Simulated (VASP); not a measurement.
Here is the system:

```xyz
4
Lattice="3.8659 0.0000 0.0000 -1.9330 3.3480 0.0000 0.0000 0.0000 7.5390" Properties=species:S:1:pos:R:3 pbc="T T T"
Ru     0.0000     2.2320     0.1063
Ru     1.9330     1.1160     3.8758
Te     0.0000     2.2320     2.7208
Te     1.9330     1.1160     6.4903
```

Level of theory: r2SCAN meta-GGA, VASP's PBE PAW potentials (set 64) (plane waves; VASP). Settings: 400 eV cut-off, 10×10×5 Γ-centred mesh, tetrahedra with Blöchl corrections, potentials Ru_pv Te.

Give the energies of bands 10 to 23 at the high-symmetry points, in eV from the Fermi level.

```tsv
band	Γ	M	K	A	L	H
10	-4.97	-5.67	-4.85	-5.42	-5.81	-5.12
11	-4.05	-4.35	-4.65	-3.89	-4.19	-5.10
12	-4.05	-4.22	-4.65	-3.89	-4.19	-5.10
13	-3.69	-4.16	-4.13	-3.89	-3.80	-3.54
14	-3.69	-3.31	-4.13	-3.89	-3.80	-3.54
15	-1.75	-2.28	-1.91	-1.59	-1.59	-1.85
16	-1.75	-1.10	-1.77	-1.59	-1.59	-1.85
17	-1.61	-1.06	-1.67	-1.59	-1.06	-1.54
18	-1.46	-1.06	-1.67	-1.59	-1.06	-1.54
19	-1.46	-0.90	-0.76	-0.20	-0.85	-0.71
20	2.14	-0.85	-0.25	-0.20	-0.85	-0.71
21	2.14	-0.33	-0.25	2.90	0.16	0.01
22	2.35	0.15	0.74	2.90	0.16	0.01
23	3.77	0.54	0.74	2.90	1.29	1.16
```

It has no gap at this level: it comes out as a metal or semimetal.

The structure was generated: RuTe was put into the wurtzite type (P6_3mc), which need not be its known phase. It was relaxed first, which changed the volume by -31 %.
